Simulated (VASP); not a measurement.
# Na3MoClO4 (P4/nmm) in VASP: single point with PBE

Aim: the single point of Na3MoClO4 with PBE.

Everything below comes from runs of VASP 6.6.1. Logs are shortened: lines on timing, memory, paths and dates and some standing lists are left out, and cuts for length are marked.

### Step 1. The undisturbed crystal

The structure is tetragonal, space group P4/nmm (No. 129). Conventional cell: a = 7.494 Å, b = 7.494 Å, c = 5.341 Å, α = 90.00°, β = 90.00°, γ = 90.00°. Around Na (site symmetry 2/m) lie 4 O at 2.52 Å and 2 Cl at 2.77 Å. Around Na (site symmetry 4mm) lie 4 O at 2.36 Å and 1 Cl at 2.58 Å. Mo (site symmetry -4m2) has 4 O at 1.76 Å as nearest neighbours. Cl (site symmetry 4mm) has 6 Na at 2.58 to 2.77 Å as nearest neighbours. O (site symmetry m) is surrounded by 1 Mo at 1.76 Å.

### Step 2. Single point, PBE (ions relaxed at fixed cell)

INCAR

```
PREC = Accurate
ENCUT = 520
EDIFF = 1E-6
ISMEAR = -1
SIGMA = 0.02
LREAL = Auto
LASPH = True
NELM = 100
ALGO = Fast
ISIF = 2
LWAVE = False
LCHARG = False
GGA = PE
NBANDS = 81
```

KPOINTS

```
regular mesh
0
Gamma
  3 3 5
```

POSCAR

```
Na3MoClO4
1.0
    7.4942000000      0.0000000000      0.0000000000
    0.0000000000      7.4942000000      0.0000000000
    0.0000000000      0.0000000000      5.3409000000
Na Mo Cl O
6 2 2 8
Direct
    0.7500000000      0.7500000000      0.0000000000
    0.7500000000      0.2500000000      0.0000000000
    0.2500000000      0.2500000000      0.0000000000
    0.2500000000      0.7500000000      0.0000000000
    0.5000000000      0.0000000000      0.6389324557
    0.0000000000      0.5000000000      0.3610675443
    0.0000000000      0.0000000000      0.5000000000
    0.5000000000      0.5000000000      0.5000000000
    0.5000000000      0.0000000000      0.1554428544
    0.0000000000      0.5000000000      0.8445571456
    0.8102733990      0.0000000000      0.7004933884
    0.5000000000      0.3102733990      0.7004933884
    0.1897266010      0.0000000000      0.7004933884
    0.5000000000      0.6897266010      0.7004933884
    0.3102733990      0.5000000000      0.2995066116
    0.0000000000      0.1897266010      0.2995066116
    0.6897266010      0.5000000000      0.2995066116
    0.0000000000      0.8102733990      0.2995066116
```

Potentials or basis: VASP PAW PBE potentials, release 64 (Na_pv, Mo_sv, Cl, O).

Run with:

```bash
$ cat potpaw_PBE.64/Na_pv/POTCAR potpaw_PBE.64/Mo_sv/POTCAR potpaw_PBE.64/Cl/POTCAR potpaw_PBE.64/O/POTCAR > POTCAR
$ mpirun -np 1 vasp_std > vasp.out
```

OUTCAR:

```text
PREC = Accurate
   ENCUT = 520
   EDIFF = 1E-6
   ISMEAR = -1
   LREAL = Auto
   LASPH = True
   NELM = 100
   ISIF = 2
   GGA = PE

 ion  position               nearest neighbor table
   1  0.750  0.750  0.000-
   2  0.750  0.250  0.000-
   3  0.250  0.250  0.000-
   4  0.250  0.750  0.000-
   5  0.500  0.000  0.639-  11 2.35  12 2.35  13 2.35  14 2.35   9 2.58
   6  0.000  0.500  0.361-  15 2.35  16 2.35  17 2.35  18 2.35  10 2.58
   7  0.000  0.000  0.500-  11 1.78  13 1.78  16 1.78  18 1.78
   8  0.500  0.500  0.500-  12 1.78  14 1.78  15 1.78  17 1.78
   9  0.500  0.000  0.155-   5 2.58
  10  0.000  0.500  0.845-   6 2.58
  11  0.810  0.000  0.700-   7 1.78   5 2.35
  12  0.500  0.310  0.700-   8 1.78   5 2.35
  13  0.190  0.000  0.700-   7 1.78   5 2.35
  14  0.500  0.690  0.700-   8 1.78   5 2.35
  15  0.310  0.500  0.300-   8 1.78   6 2.35
  16  0.000  0.190  0.300-   7 1.78   6 2.35
  17  0.690  0.500  0.300-   8 1.78   6 2.35
  18  0.000  0.810  0.300-   7 1.78   6 2.35

  LATTYP: Found a simple tetragonal cell.
 ALAT       =     7.4942000000
 C/A-ratio  =     0.7126711323

  Lattice vectors:

 A1 = (   7.4942000000,   0.0000000000,   0.0000000000)
 A2 = (   0.0000000000,   7.4942000000,   0.0000000000)
 A3 = (   0.0000000000,   0.0000000000,   5.3409000000)

Analysis of symmetry for initial positions (statically):
=====================================================================
 Subroutine PRICEL returns:
 Original cell was already a primitive cell.

 Routine SETGRP: Setting up the symmetry group for a
 simple tetragonal supercell.

 Subroutine GETGRP returns: Found 16 space group operations
 (whereof  8 operations were pure point group operations)
 out of a pool of 16 trial point group operations.

The static configuration has the point symmetry D_2d.
 The point group associated with its full space group is D_4h.

Analysis of symmetry for dynamics (positions and initial velocities):
=====================================================================
 Subroutine PRICEL returns:
 Original cell was already a primitive cell.

 Routine SETGRP: Setting up the symmetry group for a
 simple tetragonal supercell.

[... 115 lines left out ...]
   ISPIN  =      1    spin polarized calculation?
   LNONCOLLINEAR =      F non collinear calculations
   LSORBIT =      F    spin-orbit coupling
   LASPH  =      T    aspherical Exc in radial PAW
   ENCUT  =  520.0 eV  38.22 Ry    6.18 a.u.  13.93 13.93  9.93*2*pi/ulx,y,z
   NELM   =    100;   NELMIN=  2; NELMDL= -5     # of ELM steps
   EDIFF  = 0.1E-05   stopping-criterion for ELM
   LREAL  =      T    real-space projection
   EDIFFG = 0.1E-04   stopping-criterion for IOM
   NSW    =      0    number of steps for IOM
[... 5 lines left out ...]
   TEBEG  =    0.0;   TEEND  =   0.0 temperature during run
   PSTRESS=    0.0 pullay stress
   NELECT =     132.0000    total number of electrons
   NUPDOWN=      -1.0000    fix difference up-down
   EMIN   =  10.00;   EMAX   =-10.00  energy-range for DOS
   EFERMI =   0.00;   METHOD = LEGACY
   ISMEAR =    -1;   SIGMA  =   0.02  broadening in eV -4-tet -1-fermi 0-gaus
   EFERMI_NEDOS =   21; number of points for ismear=-14 and -15
   IALGO  =     68    algorithm
   IMIX   =      4    mixing-type and parameters
     AMIX     =   0.40;   BMIX     =  1.00
     AMIX_MAG =   1.60;   BMIX_MAG =  1.00
  volume/ion in A,a.u.               =      16.66       112.46
  Fermi-wavevector in a.u.,A,eV,Ry     =   1.245215  2.353116 21.096668  1.550561
  Thomas-Fermi vector in A             =   2.379448
   LORBIT       =      0    0 simple, 1 ext, 2 COOP (PROOUT), +10 PAW based schemes
   GGA     = PE    functional components
   LHFCALC =     F    Hartree Fock is set to
   AEXX    =    0.0000 exact exchange contribution
   IVDW    =     0    specifies the selected vdW correction
   LEPSILON=     F    determine dielectric tensor
   LRPA    =     F    only Hartree local field effects (RPA)
 non-spin polarized calculation
 RMM-DIIS sequential band-by-band and
  energy-cutoff  :      520.00
  volume of cell :      299.96
 maximum number of plane-waves:      8089
 NGX is ok and might be reduce to    56
   NGX = 27   NGY = 27   NGZ = 19

 number of electron     131.9999829 magnetization

 Free energy of the ion-electron system (eV)
  ---------------------------------------------------
  ext. energy  EPLUGINS =         0.00000000
  ---------------------------------------------------
  free energy    TOTEN  =      -109.89812208 eV

  energy without entropy =     -109.89812208  energy(sigma->0) =     -109.89812208

 E-fermi :   0.2073     XC(G=0):  -8.7052

 val. band max:       -0.2988700251   @ k =   0.3333   0.3333   0.4000
 cond. band min:       4.0221922691   @ k =   0.0000   0.0000   0.0000
 fundamental gap:      4.3210622941
 Fermi energy:         0.2072855430

 k-point     1 :       0.0000    0.0000    0.0000
  band No.  band energies     occupation
      1     -60.4824      2.00000
      2     -60.4824      2.00000
      3     -34.8246      2.00000
      4     -34.8245      2.00000
      5     -34.7939      2.00000
      6     -34.7939      2.00000
[... 718 lines left out ...]
     77       6.8381      0.00000
     78       7.4095      0.00000
 [bands above 78 left out]

------------------------ aborting loop because EDIFF is reached ----------------------------------------

  FORCE on cell =-STRESS in cart. coord.  units (eV):
  Direction    XX          YY          ZZ          XY          YZ          ZX
  --------------------------------------------------------------------------------------
  -------------------------------------------------------------------------------------
  Total        2.8736736      2.8736736      2.6458865      0.0000000     -0.0000000      0.0000000
  in kB       15.3491036     15.3491036     14.1324280      0.0000000     -0.0000000      0.0000000
  external PRESSURE =      14.9435451 kB  Pullay stress =       0.0000000 kB

 VOLUME and BASIS-vectors are now :
 -----------------------------------------------------------------------------
  energy-cutoff  :      520.00
  volume of cell :      299.96
      direct lattice vectors                 reciprocal lattice vectors
     7.494200000  0.000000000  0.000000000     0.133436524  0.000000000  0.000000000
     0.000000000  7.494200000  0.000000000     0.000000000  0.133436524  0.000000000
     0.000000000  0.000000000  5.340900000     0.000000000  0.000000000  0.187234361

 POSITION                                       TOTAL-FORCE (eV/Angst)
 -----------------------------------------------------------------------------------
      5.62065      5.62065      0.00000        -0.000000     -0.000000      0.000000
      5.62065      1.87355      0.00000        -0.000000     -0.000000      0.000000
      1.87355      1.87355      0.00000        -0.000000     -0.000000      0.000000
      1.87355      5.62065      0.00000        -0.000000     -0.000000      0.000000
      3.74710      0.00000      3.41247        -0.000000      0.000000      0.007037
      0.00000      3.74710      1.92843        -0.000000      0.000000     -0.007037
[... 10 lines left out ...]
      5.16895      3.74710      1.59963         0.072778      0.000000     -0.055403
      0.00000      6.07235      1.59963        -0.000000     -0.072778     -0.055403
 -----------------------------------------------------------------------------------
    total drift:                                0.000000     -0.000000      0.000000

  FREE ENERGIE OF THE ION-ELECTRON SYSTEM (eV)
  ---------------------------------------------------
  free  energy   TOTEN  =      -109.8981220752 eV

  energy  without entropy=     -109.8981220752  energy(sigma->0) =     -109.89812208
```

Wall time 3.3 min (1 thread of Intel Xeon Platinum 8488C (Sapphire Rapids), shared host); peak memory 0.44 GiB.

Results:

| Property | Result |
| --- | --- |
| Free energy | -109.8981 eV |
| Pressure | 1.5 GPa |
| Largest force | 0.091 eV/Å |
| Band gap on the k mesh | 4.32 eV, indirect (least direct gap 4.33 eV) |

Forces on the atoms (eV/Å):
```
Na   0.000  0.000  0.000
Na   0.000  0.000  0.000
Na   0.000  0.000  0.000
Na   0.000  0.000  0.000
Na   0.000  0.000  0.007
Na   0.000  0.000 -0.007
Mo   0.000  0.000  0.000
Mo   0.000  0.000  0.000
Cl   0.000  0.000 -0.002
Cl   0.000  0.000  0.002
O   -0.073  0.000  0.055
O    0.000 -0.073  0.055
O    0.073  0.000  0.055
O    0.000  0.073  0.055
O   -0.073  0.000 -0.055
O    0.000  0.073 -0.055
O    0.073  0.000 -0.055
O    0.000 -0.073 -0.055
```

Caveat: an odd mesh through Γ misses points on the zone boundary, where band edges often lie.
